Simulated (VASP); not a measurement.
An input for Quantum ESPRESSO's pw.x (written as the equivalent of a VASP run, and not itself run):

```
&CONTROL
  calculation = 'scf'
  pseudo_dir = './pseudo'
  outdir = './out'
  tprnfor = .true.
  tstress = .true.
/
&SYSTEM
  ibrav = 0
  nat = 5
  ntyp = 3
  ecutwfc = 62.5
  occupations = 'smearing'
  smearing = 'fermi-dirac'
  degauss = 0.003675
  input_dft = 'pbesol'
/
&ELECTRONS
  conv_thr = 7.3e-08
  electron_maxstep = 100
/
ATOMIC_SPECIES
  Cs 132.905 Cs.upf
  Pb 207.200 Pb.upf
  Cl 35.450 Cl.upf
CELL_PARAMETERS angstrom
     5.6100000    0.0000000    0.0000000
     0.0000000    5.6100000    0.0000000
     0.0000000    0.0000000    5.6100000
ATOMIC_POSITIONS crystal
  Cs   0.0054710  0.0026700 -0.0031920
  Pb   0.4926790  0.5049220  0.5008520
  Cl   0.5005400 -0.0081740  0.4938240
  Cl   0.0027220  0.4970180  0.5078180
  Cl   0.4985900  0.5035630  0.0006980
K_POINTS automatic
  5 5 5 0 0 0
```

**Question.** Translate this input to VASP (INCAR, KPOINTS, POSCAR, choice of POTCAR).

**Answer.** This is not unique; one that fits is 
KPOINTS:
```
Automatic mesh
0
Gamma
5 5 5
0 0 0
```

INCAR:
```
# general
SYSTEM =CsPbCl3
PREC   =Accurate
ENCUT  =300
LREAL  =.FALSE.
LASPH  =.TRUE.

# electronic loop
EDIFF  =1E-6
NELM   =100
ALGO   =Normal
LMAXMIX=4

# smearing
ISMEAR =-1
SIGMA  =0.05

# functional
GGA    =PS

# ions
ISIF   =2

# output
LWAVE  =.FALSE.
LCHARG =.FALSE.
```

POSCAR:
```
CsPbCl3
5.610
  1.0000000000   0.0000000000   0.0000000000
  0.0000000000   1.0000000000   0.0000000000
  0.0000000000   0.0000000000   1.0000000000
Cs Pb Cl
1 1 3
Direct
  0.0054710000   0.0026700000  -0.0031920000
  0.4926790000   0.5049220000   0.5008520000
  0.5005400000  -0.0081740000   0.4938240000
  0.0027220000   0.4970180000   0.5078180000
  0.4985900000   0.5035630000   0.0006980000
```

POTCAR, in this order: Cs_sv Pb_d Cl (PBE.64 set). Program: vasp_std.

What does not carry over: the potentials are each code's own (VASP's PAW set, PseudoDojo norm-conserving files in pw.x), so ENCUT and ecutwfc are chosen apart and not converted; conv_thr bounds pw.x's estimated SCF error, while EDIFF bounds the energy change between steps.

The structure is a typed CsPbCl3 crystal. The cell was not relaxed at this level, atoms are displaced from their ideal sites.
